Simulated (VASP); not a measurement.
```yaml
crystal:
  lattice:
    - [6.15131, 0.00000, 0.00472]
    - [0.00000, 3.70654, 0.00000]
    - [-0.04610, 0.00000, 6.67771]
  atoms:
    - { symbol: Al, position: [0.52941, 0.50000, 0.82655] }
    - { symbol: Al, position: [0.96456, 0.50000, 0.15129] }
    - { symbol: Zn, position: [0.51850, 0.00000, 0.34961] }
    - { symbol: Se, position: [0.36667, 0.50000, 0.16008] }
    - { symbol: Se, position: [0.34908, 0.00000, 0.67051] }
    - { symbol: S, position: [0.88901, 0.00000, 0.34028] }
    - { symbol: S, position: [0.88276, 0.50000, 0.83502] }
```

Level of theory: LDA (Ceperley-Alder, Perdew-Zunger), VASP's LDA PAW potentials (set 64) (plane waves; VASP 6.6.1). Run with 400 eV cut-off, 4×7×4 Γ-centred mesh, tetrahedra with Blöchl corrections, potentials Al Zn Se S.

The cores are frozen, which limits the accuracy of field gradients.

Give the principal components of the electric field gradient (V/Å²) and the asymmetry η at each nucleus.

```json
[
 {"atom": "Al1", "Vxx": "24.4", "Vyy": "2.9", "Vzz": "-27.3", "η": "0.79"},
 {"atom": "Al2", "Vxx": "-27.7", "Vyy": "-1.4", "Vzz": "29.1", "η": "0.90"},
 {"atom": "Zn3", "Vxx": "-30.6", "Vyy": "-5.1", "Vzz": "35.7", "η": "0.71"},
 {"atom": "Se4", "Vxx": "50.4", "Vyy": "15.3", "Vzz": "-65.6", "η": "0.54"},
 {"atom": "Se5", "Vxx": "55.3", "Vyy": "45.9", "Vzz": "-101.2", "η": "0.09"},
 {"atom": "S6", "Vxx": "46.3", "Vyy": "26.1", "Vzz": "-72.4", "η": "0.28"},
 {"atom": "S7", "Vxx": "69.1", "Vyy": "28.4", "Vzz": "-97.5", "η": "0.42"}
]
```

The structure comes from a computed database's Al2ZnS2Se2 entry (Pm); how it stands against other phases isn't given here. It was relaxed first, which changed the volume by -9 %.
